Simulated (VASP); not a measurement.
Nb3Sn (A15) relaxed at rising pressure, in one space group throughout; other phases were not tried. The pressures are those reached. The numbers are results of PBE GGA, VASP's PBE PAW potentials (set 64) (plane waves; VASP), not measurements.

| P (GPa) | V (Å³/atom) | k-mesh |
|---|---|---|
| 0.01 | 18.773 | 6×6×6 |
| 4.90 | 18.250 | 6×6×6 |
| 9.89 | 17.784 | 6×6×6 |
| 19.96 | 16.994 | 6×6×6 |
| 29.95 | 16.352 | 6×6×6 |

Q: Fit an equation of state and predict the volume at 45.00 GPa.

A: Least squares on the third-order Birch-Murnaghan form, P = (3B0/2)(y⁷ − y⁵)[1 + (3/4)(B′ − 4)(y² − 1)] with y = (V0/V)^(1/3), gives V0 = 18.774 Å³/atom, B0 = 163 GPa and B′ = 4.1, and so 15.564 Å³/atom. The run gave 15.562 Å³/atom, -0.0 % from the fit.

Pressures at which the relaxation failed are left out.

The compound is Nb3Sn in the A15 structure.
